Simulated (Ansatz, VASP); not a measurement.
## SnSe2: VASP beside Ansatz

One calculation is typed for both programs; each brings its own data sets and cutoff. How far apart do they land?

Program: Ansatz 0.2.0. Level of theory: plane waves, with VASP 6.6.1 beside it; relaxation of cell and atoms at BLYP with D4. Results are calculated unless marked as measured.

### Step 1. Starting point

It takes space group P-3m1 (No. 164, trigonal). The conventional cell has a = 3.811 Å, b = 3.811 Å, c = 6.136 Å, α = 90.00°, β = 90.00°, γ = 120.00°. Nearest to Sn lie 6 Se at 2.68 Å. Nearest to Se lie 3 Sn at 2.68 Å. Farther neighbours and most contacts between anions are not listed.

Coordinates:

```cif
data_structure
_symmetry_space_group_name_H-M 'P 1'
_symmetry_Int_Tables_number 1
_cell_length_a 3.8110
_cell_length_b 3.8110
_cell_length_c 6.1360
_cell_angle_alpha 90.000
_cell_angle_beta 90.000
_cell_angle_gamma 120.000
_cell_volume 77.18
loop_
_atom_site_label
_atom_site_type_symbol
_atom_site_fract_x
_atom_site_fract_y
_atom_site_fract_z
_atom_site_occupancy
Sn1 Sn 0.00000 0.00000 0.00000 1
Se2 Se 0.66667 0.33333 0.75100 1
Se3 Se 0.33333 0.66667 0.24900 1
```

### Step 2. VASP: relaxation of cell and atoms, BLYP with D4

The relaxed volume is the usual yardstick between codes: its relative difference is about their pressure difference at one cell divided by the bulk modulus.

Lines of VASP's logs that name or quote its potential files are left out, and so is its time.

The input, INCAR:

```
SYSTEM = SnSe2
PREC = Accurate
ENCUT = 400
EDIFF = 1E-06
NELM = 100
ISMEAR = -1
SIGMA = 0.05
LREAL = .FALSE.
ALGO = Normal
GGA = B5
ALDAX = 1
AGGAX = 1
AGGAC = 1
ALDAC = 0
IVDW = 13
VDW_S6 = 1
VDW_S8 = 2.34076671
VDW_A1 = 0.44488865
VDW_A2 = 4.0933009
LORBIT = 11
LWAVE = .FALSE.
LCHARG = .FALSE.
IBRION = 2
NSW = 60
ISIF = 3
EDIFFG = -0.01
```

The input, POSCAR:

```
SnSe2
1.0
    3.8110000000      0.0000000000      0.0000000000
   -1.9055000000      3.3004228138      0.0000000000
    0.0000000000      0.0000000000      6.1360000000
Sn Se
1 2
Direct
    0.0000000000      0.0000000000      0.0000000000
    0.6666666667      0.3333333333      0.7510000000
    0.3333333333      0.6666666667      0.2490000000
```

The input, KPOINTS:

```
Automatic mesh
0
Gamma
7 7 4
0 0 0
```

PAW data sets: Sn_d and Se (PBE family, release 64).

On the command line:

```sh
mpirun -np 1 vasp_std
```

Numbers of over 12 decimals in the logs are rounded to 6 here.

Log:

```text
[banner, memory and clock lines left out]
running    1 mpi-ranks, on    1 nodes
 distrk:  each k-point on    1 cores,    1 groups
 distr:  one band on    1 cores,    1 groups

 POSCAR found type information on POSCAR SnSe
 POSCAR found :  2 types and       3 ions
|                                                                             |
|               ----> ADVICE to this user running VASP <----                  |
|                                                                             |
|     You enforced a specific xc type in the INCAR file but a different       |
|     [... a line on the potential file left out ...]
|     I HOPE YOU KNOW WHAT YOU ARE DOING!                                     |
|                                                                             |

 LDA part: xc-table for (Slater(with rela. corr.)+VWN5), standard interpolation
 POSCAR, INCAR and KPOINTS ok, starting setup
 FFT: planning ... GRIDC
 FFT: planning ... GRID_SOFT
 FFT: planning ... GRID
 WAVECAR not read
 entering main loop
       N       E                     dE             d eps       ncg     rms          rms(c)
DAV:   1     0.182907188035E+03    0.18291E+03   -0.10925E+04   953   0.147E+03
DAV:   2     0.762519084560E+01   -0.17528E+03   -0.17200E+03  1085   0.349E+02
DAV:   3    -0.962429551294E+01   -0.17249E+02   -0.16897E+02  1206   0.111E+02
DAV:   4    -0.100843135789E+02   -0.46002E+00   -0.45963E+00  1168   0.202E+01
DAV:   5    -0.100958185320E+02   -0.11505E-01   -0.11504E-01  1404   0.305E+00    0.508E+00
DAV:   6    -0.973366770214E+01    0.36215E+00   -0.93043E-01  1439   0.105E+01    0.336E+00
DAV:   7    -0.971470391814E+01    0.18964E-01   -0.21633E-01  1134   0.308E+00    0.121E+00
DAV:   8    -0.971542461424E+01   -0.72070E-03   -0.14579E-02  1176   0.129E+00    0.350E-01
DAV:   9    -0.971601864415E+01   -0.59403E-03   -0.18240E-03  1131   0.381E-01    0.986E-02
DAV:  10    -0.971598376561E+01    0.34879E-04   -0.17616E-04  1398   0.104E-01    0.393E-02
DAV:  11    -0.971600505345E+01   -0.21288E-04   -0.41648E-05  1078   0.504E-02    0.135E-02
DAV:  12    -0.971600414521E+01    0.90824E-06   -0.33311E-06  1033   0.155E-02
   1 F= -.11978176E+02 E0= -.11978164E+02  d E =-.119782E+02
[... from here on, the cycles between the ionic steps are left out ...]
   2 F= -.12022246E+02 E0= -.12022053E+02  d E =-.440694E-01
   3 F= -.12085166E+02 E0= -.12085115E+02  d E =-.106989E+00
   4 F= -.12085185E+02 E0= -.12085136E+02  d E =-.107009E+00
   5 F= -.12091248E+02 E0= -.12091192E+02  d E =-.606319E-02
   6 F= -.12105546E+02 E0= -.12105461E+02  d E =-.203606E-01
   7 F= -.12113360E+02 E0= -.12113132E+02  d E =-.281748E-01
   8 F= -.12114348E+02 E0= -.12114178E+02  d E =-.291632E-01
   9 F= -.12119331E+02 E0= -.12119077E+02  d E =-.498280E-02
  10 F= -.12122682E+02 E0= -.12122113E+02  d E =-.833327E-02
  11 F= -.12124757E+02 E0= -.12124034E+02  d E =-.207512E-02
  12 F= -.12124781E+02 E0= -.12124035E+02  d E =-.209986E-02
 curvature:  -1.03 expect dE=-0.532E-04 dE for cont linesearch -0.319E-06
 ZBRENT: interpolating
 opt :   0.8909  next Energy=   -12.124782 (dE=-0.210E-02)
 bond charge predicted
       N       E                     dE             d eps       ncg     rms          rms(c)
DAV:   1    -0.985986734424E+01   -0.40836E-03   -0.34305E-04  1042   0.196E-01    0.167E-02
DAV:   2    -0.985986095261E+01    0.63916E-05   -0.21241E-05  1181   0.649E-02    0.933E-03
DAV:   3    -0.985985835065E+01    0.26020E-05   -0.59881E-06  1132   0.368E-02    0.232E-03
DAV:   4    -0.985985804264E+01    0.30801E-06   -0.42301E-07   485   0.719E-03
  13 F= -.12124784E+02 E0= -.12124043E+02  d E =-.210278E-02
 curvature:  -0.88 expect dE=-0.344E-04 dE for cont linesearch -0.861E-06
 ZBRENT: accuracy reached
[... the rest is left out ...]
```

From OUTCAR (step 2):

```text
ion  position               nearest neighbor table
   1  0.000  0.000  0.000-   2 2.68   3 2.68   3 2.68   2 2.68   2 2.68   3 2.68
   2  0.667  0.333  0.751-   1 2.68   1 2.68   1 2.68
   3  0.333  0.667  0.249-   1 2.68   1 2.68   1 2.68

  LATTYP: Found a hexagonal cell.
 ALAT       =     3.8110000000
 C/A-ratio  =     1.6100760955

 Subroutine GETGRP returns: Found 12 space group operations
 (whereof 12 operations were pure point group operations)

The static configuration has the point symmetry D_3d.

 Found     28 irreducible k-points:

   k-points           NKPTS =     28   k-points in BZ     NKDIM =     28   number of bands    NBANDS=     17

   dimension x,y,z NGX =    28 NGY =   28 NGZ =   40
   dimension x,y,z NGXF=    56 NGYF=   56 NGZF=   80

   ENCUT  =  400.0 eV  29.40 Ry    5.42 a.u.   6.21  6.21 10.01*2*pi/ulx,y,z

   NELECT =      26.0000    total number of electrons

 k-points in reciprocal lattice and weights: Automatic mesh
   0.00000000  0.00000000  0.00000000       0.005
   0.14285714  0.00000000  0.00000000       0.031
   0.28571429 -0.00000000  0.00000000       0.031
   0.42857143 -0.00000000  0.00000000       0.031
   0.14285714  0.14285714  0.00000000       0.031
   0.28571429  0.14285714  0.00000000       0.061
   0.42857143  0.14285714  0.00000000       0.031
   0.28571429  0.28571429  0.00000000       0.031
   0.00000000  0.00000000  0.25000000       0.010
[...]
0.42857143  0.14285714  0.50000000       0.031
   0.28571429  0.28571429  0.50000000       0.031

 average (electrostatic) potential at core
       1-102.5073       2 -53.0946       3 -53.0946

 E-fermi :   5.0267

 k-point     1 :       0.0000    0.0000    0.0000
  band No.  band energies     occupation
    ...
      9       3.9723      2.00000
     10       3.9723      2.00000
     11       4.0608      2.00000
     12       4.0608      2.00000
     13       4.7893      1.98283
     14       5.1379      0.19529
     15       7.6913      0.00000
     16       9.1167      0.00000
     17       9.1167      0.00000

 k-point     2 :       0.1429    0.0000    0.0000
  band No.  band energies     occupation
    ...
      9       2.3036      2.00000
     10       3.2437      2.00000
     11       3.2576      2.00000
     12       4.4584      1.99998
     13       4.8846      1.88986
     14       6.3631      0.00000
     15       8.2658      0.00000
     16       8.8643      0.00000
     17       9.3194      0.00000

 k-point     3 :       0.2857   -0.0000    0.0000
  band No.  band energies     occupation
    ...
      9       1.0104      2.00000
     10       2.0532      2.00000
     11       2.5464      2.00000
     12       4.2923      2.00000
     13       4.5091      1.99994
     14       6.2815      0.00000
     15       8.3786      0.00000
     16       9.5040      0.00000
     17      10.2302      0.00000

  DFT-D4 for vdW energy calculation

  Edisp (eV):   -2.26048

  Total      -0.01809    -0.01809    -0.01749     0.00000     0.00000    -0.00000
  in kB      -0.37420    -0.37420    -0.36180     0.00000     0.00000    -0.00000
  external pressure =       -0.37 kB  Pullay stress =        0.00 kB

  energy-cutoff  :      400.00
  volume of cell :       77.45
      direct lattice vectors                 reciprocal lattice vectors
     3.907561157 -0.000000000  0.000000000     0.255914101  0.147752075  0.000000000
    -1.953780579  3.384047229 -0.000000000     0.000000000  0.295504150  0.000000000
    -0.000000000 -0.000000000  5.856872958    -0.000000000  0.000000000  0.170739575

 POSITION                                       TOTAL-FORCE (eV/Angst)
 -----------------------------------------------------------------------------------
      0.00000      0.00000      0.00000        -0.000000      0.000000      0.000000
      1.95378      1.12802      4.26026        -0.000000     -0.000000      0.006661
     -0.00000      2.25603      1.59661         0.000000      0.000000     -0.006661
 -----------------------------------------------------------------------------------
    total drift:                               -0.000000      0.000000     -0.000000

  FREE ENERGIE OF THE ION-ELECTRON SYSTEM (eV)
  ---------------------------------------------------
  free  energy   TOTEN  =       -12.1248474779 eV

  energy  without entropy=      -12.1234093441  energy(sigma->0) =      -12.12412841

 reached required accuracy - stopping structural energy minimisation

 total charge
# of ion       s       p       d       tot
------------------------------------------
    1        1.095   0.972  10.078  12.145
    2        1.499   2.303   0.026   3.828
    3        1.499   2.303   0.026   3.828
--------------------------------------------------
tot          4.093   5.578  10.130  19.801

[... 3 further parts left out ...]
```

### Step 3. Ansatz: relaxation of cell and atoms, BLYP with D4

Ansatz runs on its default PAW (the set named soft_2) files.

The same cell, functional (in two slightly different forms), mesh and smearing now go to Ansatz, which takes its cutoff from its data sets.

The input, input.yaml:

```yaml
crystal:
  lattice:
    - [3.811, 0.0, 0.0]
    - [-1.9055, 3.3004228138, 0.0]
    - [0.0, 0.0, 6.136]
  atoms:
    - { symbol: Sn, position: [0.0, 0.0, 0.0] }
    - { symbol: Se, position: [0.6666666667, 0.3333333333, 0.751] }
    - { symbol: Se, position: [0.3333333333, 0.6666666667, 0.249] }
hamiltonian:
  xc: blyp
  pseudopotentials: { kind: paw }
  dispersion: d4
kpoints:
  mp_grid: { grid: [7, 7, 4] }
scf:
  occupations: { method: fermi_dirac, width: 0.05 }
relax:
  f_tol: 0.01
  max_steps: 60
  cell: { stress_tol: 0.05 }
output:
  forces: true
  stress: true
```

On the command line:

```sh
ansatz run input.yaml --threads 4 --pin off --max-ram 9216MiB --backend cpu --events-out ev --progress --plain --runs-dir out
```

Log:

```text
Engine: ansatz 0.2.0, aarch64-unknown-linux-gnu
Pseudopotentials: kind: paw
Pseudopotential: Sn, paw, valence charge 14, recommended cutoff 420 eV (normal), Sn.paw.azcp
Pseudopotential: Se, paw, valence charge 16, recommended cutoff 420 eV (normal), Se.paw.azcp
Functional definition: BLYP
  parameter beta = 0.0042
  parameter a = 0.04918
  parameter b = 0.132
  parameter c = 0.2533
  parameter d = 0.349
  exchange = b88_x(beta = beta)
  correlation = lyp_c(a = a, b = b, c = c, d = d)
Crystal: 3 atoms, lattice volume = 77.178 Å³
Basis set: ecut = 420 eV, 1485 PW (Γ), exchange–correlation on 54×54×90 points (8 copies of the dense FFT grid, shifted against one another)
Bands: 28, of which v1, the nominal top of the filled ones, is band 23 counted from 1 (22 counted from 0)
Symmetry: 12 space group operations
Space group: P-3m1 (ITA 164), of the structure as read, at distance tolerance 4.3e-5 Å
k-points: 28 of 196
Non-local potential: Sn, projectors of the file, l = 0: 2, l = 1: 2, l = 2: 2, l = 3: 2
Non-local potential: Se, projectors of the file, l = 0: 2, l = 1: 2, l = 2: 3, l = 3: 1
PAW form: soft (Blöchl's): semilocal exchange-correlation on the pseudo side does not see the compensation charge
PAW frozen core: Sn, regenerated for the run's functional, and the local potential with it (the file was generated under x = pbe(κ = 0.804, μ = 0.219515), c = pbe(β = 0.066725))
PAW frozen core: Se, regenerated for the run's functional, and the local potential with it (the file was generated under x = pbe(κ = 0.804, μ = 0.219515), c = pbe(β = 0.066725))
PAW one-centre angular grid: Sn, 590 points (default); XC on 64 Gauss nodes
PAW one-centre angular grid: Se, 590 points (default); XC on 64 Gauss nodes
Initial density: superposition of atomic densities (neutral atoms: chi_scale 0, normalization atom), corrected by the library's trained network
Initial wavefunctions: pseudopotential atomic-orbital guess
Functional: x = b88, c = lyp
SCF iter   1: F=—  HF=-17003.739221 eV  |F-HF|=—  |Δ(HF+E_count)|=         —  Δρ=7.12e-3  dr2=5.75e-2  ethr=1.77e-3  ⟨swp⟩=6.4  Hψ=3477  notcnv=0
preconditioner: auto → Resta (q_TF=auto, 2.503 Å⁻¹)  ε∞=2.7  [insulator: Δε(μ)=0.888 eV  Ē_g=16.314 eV  σ=0.050 eV  W_gap=1.00  n_scr=22 (ndim 8)  ℏωp=21.6 eV  f_vac=0.080  D(μ)=0.00/eV (n_scr^D=0)  ε∞_Penn≈2.7]
SCF iter   2: F=—  HF=-17003.722620 eV  |F-HF|=—  |Δ(HF+E_count)|=   1.66e-2  Δρ=2.77e-3  dr2=6.23e-3  ethr=1.25e-4  ⟨swp⟩=2.0  Hψ=1205  notcnv=0  defer=14
SCF iter   3: F=—  HF=-17003.720628 eV  |F-HF|=—  |Δ(HF+E_count)|=   1.99e-3  Δρ=9.97e-4  dr2=1.03e-3  ethr=1.35e-5  ⟨swp⟩=2.5  Hψ=1385  notcnv=0  defer=14
SCF iter   4: F=—  HF=-17003.720381 eV  |F-HF|=—  |Δ(HF+E_count)|=   2.46e-4  Δρ=2.51e-4  dr2=6.16e-5  ethr=2.23e-6  ⟨swp⟩=2.0  Hψ=994  notcnv=0  defer=14
SCF iter   5: F=—  HF=-17003.720374 eV  |F-HF|=—  |Δ(HF+E_count)|=   6.95e-6  Δρ=7.52e-5  dr2=4.00e-6  ethr=1.34e-7  ⟨swp⟩=2.1  Hψ=1402  notcnv=0  defer=14
SCF iter   6: F=—  HF=-17003.720377 eV  |F-HF|=—  |Δ(HF+E_count)|=   2.59e-6  Δρ=1.92e-5  dr2=2.35e-7  ethr=8.69e-9  ⟨swp⟩=2.0  Hψ=1413  notcnv=0  defer=14
SCF iter   7: F=-17003.720377 eV  HF=-17003.720377 eV  |F-HF|=3.15e-9  |Δ(HF+E_count)|=   2.87e-7  Δρ=4.23e-6  dr2=1.25e-8  ethr=2.17e-10  ⟨swp⟩=4.8  Hψ=2590  notcnv=0
SCF 1 converged in 7 iterations: F = -17003.720377 eV  dr2 = 1.25e-8
  greatest PAW one-centre occupation: 1.000 electrons in one spin orbital (limit 2), on the Se atom at site 2 (counted from 0), in its partial waves of l = 2
relax step   1: F+E_penalty+E_count = -17003.72037723 eV  Δ(F+E_penalty+E_count) = +0.000e0 eV  max|allowed force component| = 1.076e0 eV/Å  Δτ_max = 0.0000 Å  P = +4.870 GPa  Ω = 77.178 Å³  (7 SCF iters, dr2 threshold 1.00e-7 eV, accepted)
[...]
relax step   2: F+E_penalty+E_count = -17003.72482480 eV  Δ(F+E_penalty+E_count) = -4.448e-3 eV  max|allowed force component| = 9.154e-1 eV/Å  Δτ_max = 0.1946 Å  P = -2.780 GPa  Ω = 79.500 Å³  energy of the carried Pulay correction = -6.102e-4 eV  (7 SCF iters, dr2 threshold 3.00e-7 eV, accepted)
[...]
relax step   3: F+E_penalty+E_count = -17003.84956215 eV  Δ(F+E_penalty+E_count) = -1.247e-1 eV  max|allowed force component| = 8.562e-2 eV/Å  Δτ_max = 0.0786 Å  P = -1.302 GPa  Ω = 79.912 Å³  energy of the carried Pulay correction = -7.166e-4 eV  (7 SCF iters, dr2 threshold 3.00e-7 eV, accepted)
[...]
relax step   4: F+E_penalty+E_count = -17003.85966560 eV  Δ(F+E_penalty+E_count) = -1.010e-2 eV  max|allowed force component| = 2.520e-2 eV/Å  Δτ_max = 0.0256 Å  P = +0.306 GPa  Ω = 76.978 Å³  energy of the carried Pulay correction = +5.355e-5 eV  (6 SCF iters, dr2 threshold 3.00e-7 eV, accepted)
[...]
relax step   5: F+E_penalty+E_count = -17003.85990634 eV  Δ(F+E_penalty+E_count) = -2.407e-4 eV  max|allowed force component| = 4.939e-3 eV/Å  Δτ_max = 0.0017 Å  P = +0.016 GPa  Ω = 77.385 Å³  energy of the carried Pulay correction = -5.521e-5 eV  (4 SCF iters, dr2 threshold 2.84e-7 eV, accepted)
[...]
relax step   6: F+E_penalty+E_count = -17003.85994979 eV  Δ(F+E_penalty+E_count) = -4.345e-5 eV  max|allowed force component| = 1.395e-3 eV/Å  Δτ_max = 0.0017 Å  P = +0.003 GPa  Ω = 77.351 Å³  energy of the carried Pulay correction = -4.603e-5 eV  (7 SCF iters, accepted)
[...]
relax step   7: F+E_penalty+E_count = -17003.86009145 eV  Δ(F+E_penalty+E_count) = -1.417e-4 eV  max|allowed force component| = 1.241e-3 eV/Å  Δτ_max = 0.0000 Å  P = -0.007 GPa  Ω = 77.351 Å³  stress off target by 3.57e-2 GPa  SCF on the basis re-selected at this cell (its energy is not comparable with the rows above)  (6 SCF iters)
basis re-selected at this cell: Δ(F+E_penalty+E_count) = -1.417e-4 eV, ΔP = -0.011 GPa vs the last step (what re-selecting the basis moved, of the pressure what is left beyond the Pulay correction that the steps carried, after the strain that the cell walked since its last selection, with what the two solves' SCF thresholds leave and, on support functions, any second-order correction that the steps lacked; it is no measure of the basis error at this ecutwfc). The dense FFT grid was sized anew with the basis: this SCF ran on 27×27×40 points, the steps before it on 27×27×45, so part of this shift can come from that change (see relax.cell in the input reference). [rest of the remark cut]
SCF converged after 6 iterations
Free energy (F): -17003.860091 eV
Harris-Foulkes:  -17003.860091 eV  (|F-HF|=2.18e-11)
Internal energy: -17003.858682 eV  (E = F + TS)
E sigma→0 (E₀):  -17003.859387 eV
Entropy (-TS):   -0.001409 eV (-0.470 meV/atom)
Fermi energy:    8.941370 eV
--- Per-component energies (eV) ---
  E_band       = -837.612154
  E_kinetic    = 426.945299
  E_local      = -5802.357519  (includes V_loc(G=0)·N_el)
  E_nonlocal   = -1229.364790
  E_hartree    = 2986.016306
  E_xc         = -585.307273
  E_vxc        = -285.438830  (∫ρ·V_xc dr)
  E_paw        = -8006.607932  (= ΣΔE_a)
  E_vpaw       = 80.572267  (= ΣTr[D̂ρ^β])
  E_aug_tail   = -0.001252  (compensation charges beyond the density's cutoff)
  E_ewald      = -4791.314181
  E_disp       = -2.263773  (pairwise vdW)
  E_core_change = 0.396433  (= ΣΔE_core)
  E_smearing   = -0.001409  (= −TS)
  E_closure    = 0.000000  (closes the sum)
  Σ components = -17003.860091   (vs F -17003.860091, Δ=0.00e0)
--- Forces (eV/Å), atoms counted from 1 ---
  atom   1  Sn     0.00000000     0.00000000     0.00000000
  atom   2  Se     0.00000000     0.00000000    -0.00124069
  atom   3  Se    -0.00000000    -0.00000000     0.00124069
  max |Σ_I F_I| component: 4.63e-18 eV/Å
--- Stress (GPa, compression-positive) ---
        0.006853      -0.000000      -0.000000
        0.000000       0.006853      -0.000000
        0.000000      -0.000000      -0.035684
  P = ⅓ Tr σ = -0.0073 GPa (-0.073 kbar)
--- Relaxed structure (6 steps of the walk, 6 accepted, 1 SCFs on fresh bases) ---
  F+E_penalty+E_count = -17003.86009145 eV   max|allowed force component| = 1.241e-3 eV/Å   (the final SCF, on the basis selected at the relaxed cell)
  cell:  # Å, volume = 77.3508 Å³
    - [3.903937, 0, -1.0028070842371973e-17]
    - [-1.951969, 3.380909, 5.014035421185985e-18]
    - [-1.6145957147468947e-17, 0, 5.860418]
  atoms:
    - { symbol: Sn, position: [0, 0, 3.003819578268184e-18] }
    - { symbol: Se, position: [0.666667, 0.333333, 0.727914] }
    - { symbol: Se, position: [0.333333, 0.666667, 0.272086] }
```

The job ended after 6 s (4 threads of Arm Neoverse V2, shared host; peak memory 0.41 GiB).

### Step 4. Comparison

Known differences besides the potentials themselves: both relaxations stop at a tolerance, which leaves soft axes loose, and VASP keeps its plane-wave basis; the data sets hold 46 valence electrons in Ansatz (default PAW (the set named soft_2) files) and 26 in VASP; the cutoff is 420 eV in Ansatz and 400 eV in VASP; Ansatz makes its cores anew for this functional, VASP keeps those of its PBE data sets; VASP leaves aspherical gradient terms in its spheres out (LASPH is not set), Ansatz keeps them; VASP's log shows a relativistic correction to its local exchange, Ansatz's none; Ansatz adds a Pulay correction to the stress that steers its cell, VASP none. Total energies have different zeros and are not compared.

Both answers:

```
                                         quantity  Ansatz   VASP  difference
                                      volume (Å³)   77.35  77.45     -0.12 %
edge a after relaxation, in the typed setting (Å)   3.904  3.908     -0.09 %
edge c after relaxation, in the typed setting (Å)   5.860  5.857     +0.06 %
```

The walks stopped with -0.01 GPa left in Ansatz and -0.04 GPa in VASP; each walk ends within a tolerance, so the volume difference is uncertain by about these residues over the bulk modulus, most in soft cells.

### Step 5. Outcome

| Item | Value |
| --- | --- |
| difference in volume (relaxation of cell and atoms, BLYP with D4) | -0.12 % |

What this shows: The difference in volume is -0.12 % (relaxation of cell and atoms, BLYP with D4), within the 1.2 % picked in this series as the mark of a large difference, as far as the stopping tolerances let one tell. How closely two codes agree says nothing of how well the functional describes the real material.

[Lines on the potential files, build, host, timing and source positions are cut from VASP's logs without a mark.]

[Logs are printed without paths, hosts, clocks, repeated set-up lines and the standing remarks that a program may print on its own settings, such as how far it seeks lower states.]

[Hosts, paths, dates, database ids (printed as entryN), source tags and the programs' standing remarks are cut or masked in the printed files.]
